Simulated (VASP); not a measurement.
CdS (zinc blende), at 1.04 of the tabulated volume:

```
CdS
1.0
    0.00000     2.94829     2.94829
    2.94829     0.00000     2.94829
    2.94829     2.94829     0.00000
Cd S
1 1
Cartesian
  0.00000   0.00000   0.00000
  1.47415   1.47415   1.47415
```

The lowest empty band near Γ, direction [111], from PBE with spin-orbit coupling in VASP (PAW); its two spin partners are averaged. The gap over the points computed is 1.06 eV, and the next band on that side lies 5.20 eV away at the edge.

Settings: 400 eV cut-off, 9×9×9 Γ-centred mesh, Gaussian smearing of 0.050 eV, potentials Cd S.

| distance from the edge in k (1/Å) | distance in energy (meV) |
|---|---|
| 0.012 | 4.6 |
| 0.018 | 10.2 |
| 0.025 | 19.5 |
| 0.035 | 37.6 |
| 0.050 | 74.0 |
| 0.070 | 136.4 |

### Question
Fit E(1 + αE) = ħ²k²/2m* (ħ²/2m0 = 3.810 eV Å²) and predict the row at 0.095 1/Å.

### Answer
Least squares on the energies gives the electron mass m* = 0.119 m0 and α = 1.08 per eV, and so 230.7 meV. The run gave 230.4 meV, -0.3 meV from the fit. So light an electron mass at Γ scales with the gap, and carries this level's error in it.

Left out are points under 3 meV from the edge, since the levels carry 0.1 meV, and points farther than half the way to the next band.

The compound is CdS in the zinc blende structure, a metastable form; wurtzite is the usual one. The cell was not relaxed at this level.
